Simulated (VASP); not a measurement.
Given:

```
TiN
1.0
    0.00000     2.08811     2.08811
    2.08811     0.00000     2.08811
    2.08811     2.08811     0.00000
Ti N
1 1
Direct
  0.00000   0.00000   0.00000
  0.50000   0.50000   0.50000
```

Calculation: LDA (Ceperley-Alder, Perdew-Zunger) with spin-orbit coupling, VASP's LDA PAW potentials (set 64) (plane waves; VASP 6.6.1). Numerical set-up: 520 eV cut-off, 14×14×14 Γ-centred mesh, Gaussian smearing of 0.050 eV, potentials Ti_sv N.

**Question.** Give the energies of bands 11 to 23 at the high-symmetry points, in eV from the Fermi level.

**Answer.** 
```tsv
band	Γ	X	U	L	W
11	-2.08	-5.86	-5.98	-8.35	-5.60
12	-2.08	-5.86	-5.98	-8.35	-5.60
13	-2.04	-3.31	-5.79	-5.72	-5.56
14	-2.04	-3.31	-5.79	-5.72	-5.56
15	-2.04	-3.26	-4.59	-5.72	-5.55
16	-2.04	-3.26	-4.59	-5.72	-5.55
17	-0.69	-3.22	-0.50	1.81	0.98
18	-0.69	-3.22	-0.50	1.81	0.98
19	-0.69	1.75	2.13	1.82	1.00
20	-0.69	1.75	2.13	1.82	1.00
21	-0.67	2.57	2.50	2.55	2.58
22	-0.67	2.57	2.50	2.55	2.58
23	0.60	2.59	3.96	6.13	3.47
```

It has no gap at this level: it comes out as a metal or semimetal.

The compound is TiN in the rock salt structure. It was relaxed first.
